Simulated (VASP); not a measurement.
Here is the system:

```xyz
6
Lattice="4.1245 0.0000 0.0000 0.0000 4.1245 0.0000 0.0000 0.0000 2.6583" Properties=species:S:1:pos:R:3 pbc="T T T"
Si     0.0000     0.0000     0.0000
Si     2.0623     2.0623     1.3291
O      1.2552     1.2552     0.0000
O      3.3174     0.8071     1.3291
O      0.8071     3.3174     1.3291
O      2.8693     2.8693     0.0000
```

The numbers are results of PBE GGA, VASP's PBE PAW potentials (set 64) (plane waves; VASP 6.6.1), not measurements. Numerical set-up: 620 eV cut-off, 6×6×8 Γ-centred mesh, Gaussian smearing of 0.050 eV, potentials Si O.

What does the run give for the energy per atom (σ→0), pressure, band gap (on the k-mesh) with the smallest direct gap where there is one?

```json
{
 "band gap (on the k-mesh)": "6.04 eV",
 "smallest direct gap (on the k-mesh)": "6.04 eV",
 "energy per atom (σ→0)": "-7.692 eV/atom",
 "pressure": "198.6 kbar"
}
```

The compound is SiO2 in the rutile structure, stishovite, a high-pressure form. It was relaxed first under an external pressure of 20 GPa.
